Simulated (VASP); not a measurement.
A run of VASP 6.6.1:

The input INCAR:

```
SYSTEM = NbB2
ALGO = Fast ; EDIFF = 1E-7
ENCUT = 600 ; GGA = PS
ISIF = 2 ; ISMEAR = 0
LASPH = .True. ; LCHARG = .False.
LREAL = .False. ; LWAVE = .False.
NELM = 100 ; PREC = Accurate
SIGMA = 0.1
```

Contents of KPOINTS:

```
k-points
0
Gamma
  12 12 10
  0 0 0
```

The input POSCAR:

```
NbB2
1.0
    3.0860000000      0.0000000000      0.0000000000
   -1.5430000000      2.6725544000      0.0000000000
    0.0000000000      0.0000000000      3.3060000000
Nb B
1 2
Direct
    0.0000000000      0.0000000000      0.0000000000
    0.3333333300      0.6666666700      0.5000000000
    0.6666666700      0.3333333300      0.5000000000
```

Potentials or basis: VASP PAW PBE potentials, release 64 (Nb_sv, B).

Run with:

```bash
$ cat potpaw_PBE.64/Nb_sv/POTCAR potpaw_PBE.64/B/POTCAR > POTCAR
$ mpirun -np 1 vasp_std > vasp.out
```

Hardware: 1 thread of Intel(R) Xeon(R) Platinum 8488C (Sapphire Rapids), on a shared host.

Task: Estimate the wall time of this run.

Result: It took 110 s on 1 thread of Intel(R) Xeon(R) Platinum 8488C (Sapphire Rapids), on a shared host, peak memory 0.19 GiB. Counts: scf iterations 34, k points 114.
